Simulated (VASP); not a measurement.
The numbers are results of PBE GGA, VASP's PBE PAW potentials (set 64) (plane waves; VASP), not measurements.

Input for VASP

**INCAR**
```
ALGO = Normal
EDIFF = 1E-6
EDIFFG = -0.02
ENCUT = 500
GGA = PE
IBRION = 2
ISIF = 3
ISMEAR = 1
LASPH = .TRUE.
LCHARG = .FALSE.
LMAXMIX = 4
LREAL = .FALSE.
LWAVE = .FALSE.
NELM = 100
NSW = 40
PREC = Accurate
PSTRESS = 50
SIGMA = 0.1
SYSTEM = NiAl
```

KPOINTS:
```
K-points
0
Gamma
 13 13 13
```

**POSCAR**
```
NiAl
1.0
  2.8641834880   0.0000000000   0.0000000000
  0.0000000000   2.8641834880   0.0000000000
  0.0000000000   0.0000000000   2.8641834880
Al Ni
1 1
Direct
  0.5000000000   0.5000000000   0.5000000000
  0.0000000000   0.0000000000   0.0000000000
```

POTCAR, in this order: Al Ni (PBE.64 set). Program: vasp_std.

The run wrote:

File OSZICAR:
```
       N       E                     dE             d eps       ncg     rms          rms(c)
DAV:   1     0.372039956777E+02    0.37204E+02   -0.56494E+03  1712   0.132E+03
DAV:   2    -0.108363727607E+02   -0.48040E+02   -0.45363E+02  1684   0.199E+02
DAV:   3    -0.119570637576E+02   -0.11207E+01   -0.11110E+01  1958   0.399E+01
DAV:   4    -0.119767264534E+02   -0.19663E-01   -0.19650E-01  1998   0.478E+00
DAV:   5    -0.119773176028E+02   -0.59115E-03   -0.59114E-03  1916   0.842E-01    0.120E+01
DAV:   6    -0.137232214803E+02   -0.17459E+01   -0.57077E+01  1878   0.131E+02    0.153E+01
DAV:   7    -0.105513605484E+02    0.31719E+01   -0.16363E+01  1856   0.782E+01    0.104E+00
DAV:   8    -0.105463412904E+02    0.50193E-02   -0.37883E-01  2032   0.772E+00    0.101E+00
DAV:   9    -0.105324682380E+02    0.13873E-01   -0.52849E-02  1950   0.378E+00    0.175E-01
DAV:  10    -0.105321634644E+02    0.30477E-03   -0.10229E-03  1910   0.460E-01    0.858E-02
DAV:  11    -0.105321534558E+02    0.10009E-04   -0.55977E-05  2406   0.107E-01    0.253E-02
DAV:  12    -0.105321517986E+02    0.16573E-05   -0.26094E-06  1078   0.292E-02    0.282E-03
DAV:  13    -0.105321514462E+02    0.35234E-06   -0.43345E-07   856   0.653E-03
   1 F= -.97988848E+01 E0= -.97989531E+01  d E =-.979888E+01
```

### OUTCAR
```
------------------------ aborting loop because EDIFF is reached ----------------------------------------
  FORCE on cell =-STRESS in cart. coord.  units (eV):
  Direction    XX          YY          ZZ          XY          YZ          ZX
  --------------------------------------------------------------------------------------
  Total        0.7314242      0.7314242      0.7314242      0.0000000     -0.0000000      0.0000000
  in kB       49.8743642     49.8743642     49.8743642      0.0000000     -0.0000000      0.0000000
  external PRESSURE =      -0.1256358 kB  Pullay stress =      50.0000000 kB
  volume of cell :       23.50
      direct lattice vectors                 reciprocal lattice vectors
     2.864183488  0.000000000  0.000000000     0.349139643  0.000000000  0.000000000
     0.000000000  2.864183488  0.000000000     0.000000000  0.349139643  0.000000000
     0.000000000  0.000000000  2.864183488     0.000000000  0.000000000  0.349139643
 POSITION                                       TOTAL-FORCE (eV/Angst)
 -----------------------------------------------------------------------------------
      1.43209      1.43209      1.43209         0.000000      0.000000      0.000000
      0.00000      0.00000      0.00000         0.000000      0.000000      0.000000
 -----------------------------------------------------------------------------------
    total drift:                                0.000000      0.000000      0.000000
  FREE ENERGIE OF THE ION-ELECTRON SYSTEM (eV)
  ---------------------------------------------------
  free  energy   TOTEN  =       -10.5321514462 eV

  energy  without entropy=      -10.5323562251  energy(sigma->0) =      -10.53221971
  enthalpy is  TOTEN    =        -9.7988847980 eV   P V=        0.7332666482

 reached required accuracy - stopping structural energy minimisation
```
(Selected blocks of OUTCAR.)

OUTCAR:
```
 val. band max:       10.1918518300   @ k =   0.3846   0.2308   0.1538

 cond. band min:      10.2986686294   @ k =   0.3846   0.3077   0.1538


 Fermi energy:        10.2255147888

 k-point     1 :       0.0000    0.0000    0.0000
  band No.  band energies     occupation
      1      -1.0071      2.00000
      2       6.9490      2.00000
      3       6.9490      2.00000
      4       8.6827      2.00000
      5       8.6827      2.00000
      6       8.6827      2.00000
      7      15.8344      0.00000
      8      15.8344      0.00000
      9      15.8344      0.00000
     10      18.4412      0.00000

 k-point     2 :       0.0769    0.0000    0.0000
  band No.  band energies     occupation
      1      -0.8967      2.00000
      2       6.9408      2.00000
      3       6.9753      2.00000
      4       8.6344      2.00000
      5       8.6344      2.00000
      6       8.6878      2.00000
      7      14.7226      0.00000
      8      15.9802      0.00000
      9      15.9802      0.00000
     10      18.4463      0.00000

 k-point     3 :       0.1538    0.0000    0.0000
  band No.  band energies     occupation
      1      -0.5675      2.00000
      2       6.8831      2.00000
      3       7.0491      2.00000
      4       8.5063      2.00000
      5       8.5063      2.00000
      6       8.7021      2.00000
      7      12.9819      0.00000
      8      16.4016      0.00000
      9      16.4016      0.00000
     10      18.4613      0.00000

 k-point     4 :       0.2308    0.0000    0.0000
  band No.  band energies     occupation
      1      -0.0254      2.00000
      2       6.6622      2.00000
      3       7.1558      2.00000
      4       8.3377      2.00000
      5       8.3377      2.00000
      6       8.7224      2.00000
      7      11.4291     -0.00000
      8      17.0617      0.00000
      9      17.0617      0.00000
     10      18.4846      0.00000

 k-point     5 :       0.3077    0.0000    0.0000
...
```

The compound is NiAl in the CsCl type structure. It was relaxed first under an external pressure of 5 GPa. The run is not spin-polarised, so no magnetic state was tried. The electron count is odd and the run is not spin-polarised, which forces a metal.
